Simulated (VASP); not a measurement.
Computed with PBE GGA, VASP's PBE PAW potentials (set 64) (plane waves; VASP).

Input for VASP

### POSCAR
```
MgS
1
   -0.0000000000     2.6113842202     2.6113842202
    2.6113842202    -0.0000000000     2.6113842202
    2.6113842202     2.6113842202    -0.0000000000
Mg S
1 1
Direct
  0.0000000000   0.0000000000   0.0000000000
  0.5000000000   0.5000000000   0.5000000000
```

### INCAR
```
SYSTEM = MgS
PREC = Accurate; ENCUT = 520; LREAL = .False.
LASPH = .True.; ICHARG = 11
EDIFF = 1E-6; NELM = 100; ALGO = Normal
ISMEAR = 0; SIGMA = 0.05
GGA = PE
LWAVE = .False.; LCHARG = .False.
```

### KPOINTS
```
k-points along high-symmetry lines
15
Line-mode
Reciprocal
  0.000000   0.000000   0.000000 ! GAMMA
  0.500000   0.000000   0.500000 ! X

  0.500000   0.000000   0.500000 ! X
  0.625000   0.250000   0.625000 ! U

  0.375000   0.375000   0.750000 ! K
  0.000000   0.000000   0.000000 ! GAMMA

  0.000000   0.000000   0.000000 ! GAMMA
  0.500000   0.500000   0.500000 ! L

  0.500000   0.500000   0.500000 ! L
  0.500000   0.250000   0.750000 ! W

  0.500000   0.250000   0.750000 ! W
  0.500000   0.000000   0.500000 ! X
```

POTCAR, in this order: Mg S (PBE.64 set). Program: vasp_std. Read from the step before: CHGCAR.

Output of the run:

**OUTCAR**
```
 ion  position               nearest neighbor table
   1  0.000  0.000  0.000-   2 2.61   2 2.61   2 2.61   2 2.61   2 2.61   2 2.61
   2  0.500  0.500  0.500-   1 2.61   1 2.61   1 2.61   1 2.61   1 2.61   1 2.61
  LATTYP: Found a face centered cubic cell.
 ALAT       =     5.2227684404
 Subroutine PRICEL returns:
 Original cell was already a primitive cell.
 Subroutine GETGRP returns: Found 48 space group operations
The static configuration has the point symmetry O_h .
The dynamic configuration has the point symmetry O_h .
 Subroutine INISYM returns: Found 48 space group operations
   k-points           NKPTS =     90   k-points in BZ     NKDIM =     90   number of bands    NBANDS=      8
   number of dos      NEDOS =    301   number of ions     NIONS =      2
   total plane-waves  NPLWV =  21952
   dimension x,y,z NGX =    28 NGY =   28 NGZ =   28
   dimension x,y,z NGXF=    56 NGYF=   56 NGZF=   56
   ions per type =               1   1
   PREC   = accura    normal or accurate (medium, high low for compatibility)
   ISTART =      0    job   : 0-new  1-cont  2-samecut
   ICHARG =     11    charge: 1-file 2-atom 10-const
   ISPIN  =      1    spin polarized calculation?
   LNONCOLLINEAR =      F non collinear calculations
   LSORBIT =      F    spin-orbit coupling
   INIWAV =      1    electr: 0-lowe 1-rand  2-diag
   ENCUT  =  520.0 eV  38.22 Ry    6.18 a.u.   6.87  6.87  6.87*2*pi/ulx,y,z
   NELM   =    100;   NELMIN=  2; NELMDL= -5     # of ELM steps
   EDIFF  = 0.1E-05   stopping-criterion for ELM
   LREAL  =      F    real-space projection
   NLSPLINE    = F    spline interpolate recip. space projectors
   LMAXMIX     =    2 max onsite mixed and CHGCAR
   VOSKOWN=      0    Vosko Wilk Nusair interpolation
   EDIFFG = 0.1E-04   stopping-criterion for IOM
   NSW    =      0    number of steps for IOM
   NBLOCK =      1;   KBLOCK =      1    inner block; outer block
   IBRION =     -1    ionic relax: 0-MD 1-quasi-New 2-CG
   NFREE  =      0    steps in history (QN), initial steepest desc. (CG)
   ISIF   =      2    stress and relaxation
   ISYM   =      2    0-nonsym 1-usesym 2-fastsym
   TEIN   =    0.0    initial temperature
   TEBEG  =    0.0;   TEEND  =   0.0 temperature during run
   SMASS  =  -3.00    Nose mass-parameter (am)
   PSTRESS=    0.0 pullay stress
   NELECT =       8.0000    total number of electrons
   EFERMI =   0.00;   METHOD = LEGACY
   ISMEAR =     0;   SIGMA  =   0.05  broadening in eV -4-tet -1-fermi 0-gaus
   IALGO  =     38    algorithm
   LDIAG  =      T    sub-space diagonalisation (order eigenvalues)
   IMIX   =      4    mixing-type and parameters
     AMIX     =   0.40;   BMIX     =  1.00
     AMIX_MAG =   1.60;   BMIX_MAG =  1.00
     AMIN     =   0.10
   GGA     = PE    functional components
   VOSKOWN =     0    Vosko Wilk Nusair interpolation
   LHFCALC =     F    Hartree Fock is set to
   LHFONE  =     F    Hartree Fock one center treatment
   AEXX    =    0.0000 exact exchange contribution
   IVDW    =     0    specifies the selected vdW correction
   LEPSILON=     F    determine dielectric tensor
   LRPA    =     F    only Hartree local field effects (RPA)
  energy-cutoff  :      520.00
  volume of cell :       35.62
      direct lattice vectors                 reciprocal lattice vectors
     0.000000000  2.611384220  2.611384220    -0.191469335  0.191469335  0.191469335
     2.611384220  0.000000000  2.611384220     0.191469335 -0.191469335  0.191469335
     2.611384220  2.611384220  0.000000000     0.191469335  0.191469335 -0.191469335
 k-point     1 :   0.0000 0.0000 0.0000  plane waves:     941
 k-point     2 :   0.0357 0.0000 0.0357  plane waves:     941
 k-point     3 :   0.0714 0.0000 0.0714  plane waves:     945
 k-point     4 :   0.1071 0.0000 0.1071  plane waves:     937
 k-point     5 :   0.1429 0.0000 0.1429  plane waves:     949
 k-point     6 :   0.1786 0.0000 0.1786  plane waves:     962
 k-point     7 :   0.2143 0.0000 0.2143  plane waves:     966
 k-point     8 :   0.2500 0.0000 0.2500  plane waves:     982
 k-point     9 :   0.2857 0.0000 0.2857  plane waves:     966
 k-point    10 :   0.3214 0.0000 0.3214  plane waves:     962
...
```

### OSZICAR
```
       N       E                     dE             d eps       ncg     rms          rms(c)
DAV:   1     0.226044408814E+02    0.22604E+02   -0.36247E+03  1472   0.800E+02
DAV:   2    -0.653928357669E+01   -0.29144E+02   -0.27642E+02  1976   0.102E+02
DAV:   3    -0.750850712301E+01   -0.96922E+00   -0.96922E+00  1856   0.250E+01
DAV:   4    -0.751226448692E+01   -0.37574E-02   -0.37574E-02  2440   0.170E+00
DAV:   5    -0.751227093670E+01   -0.64498E-05   -0.64498E-05  1904   0.453E-02
DAV:   6    -0.751227098411E+01   -0.47415E-07   -0.47380E-07  2400   0.284E-03
   1 F= -.75122710E+01 E0= -.75122710E+01  d E =-.210171E-11
```

**OUTCAR**
```
 val. band max:        3.6258923749   @ k =   0.0000   0.0000   0.0000

 cond. band min:       6.3769017613   @ k =   0.5000   0.0000   0.5000



 k-point     1 :       0.0000    0.0000    0.0000
  band No.  band energies     occupation
      1      -8.9777      2.00000
      2       3.6259      2.00000
      3       3.6259      2.00000
      4       3.6259      2.00000
      5       7.2482      0.00000
      6      11.5872      0.00000
      7      11.5872      0.00000
      8      11.5872      0.00000

 k-point     2 :       0.0357    0.0000    0.0357
  band No.  band energies     occupation
      1      -8.9612      2.00000
      2       3.5168      2.00000
      3       3.5969      2.00000
      4       3.5969      2.00000
      5       7.3731      0.00000
      6      11.4840      0.00000
      7      11.6446      0.00000
      8      11.6446      0.00000

 k-point     3 :       0.0714    0.0000    0.0714
  band No.  band energies     occupation
      1      -8.9122      2.00000
      2       3.2294      2.00000
      3       3.5134      2.00000
      4       3.5134      2.00000
      5       7.7043      0.00000
      6      11.2111      0.00000
      7      11.8124      0.00000
      8      11.8124      0.00000

 k-point     4 :       0.1071    0.0000    0.1071
  band No.  band energies     occupation
      1      -8.8320      2.00000
      2       2.8383      2.00000
      3       3.3848      2.00000
      4       3.3848      2.00000
      5       8.1520      0.00000
      6      10.8409      0.00000
      7      12.0786      0.00000
      8      12.0786      0.00000

 k-point     5 :       0.1429    0.0000    0.1429
  band No.  band energies     occupation
      1      -8.7226      2.00000
      2       2.4016      2.00000
      3       3.2238      2.00000
      4       3.2238      2.00000
      5       8.6161      0.00000
      6      10.4330      0.00000
      7      11.8267      0.00000
      8      12.4263      0.00000
...
```

The density is held fixed in this step, so its total energy and stress have no physical meaning.

The compound is MgS in the rock salt structure. It was relaxed first.
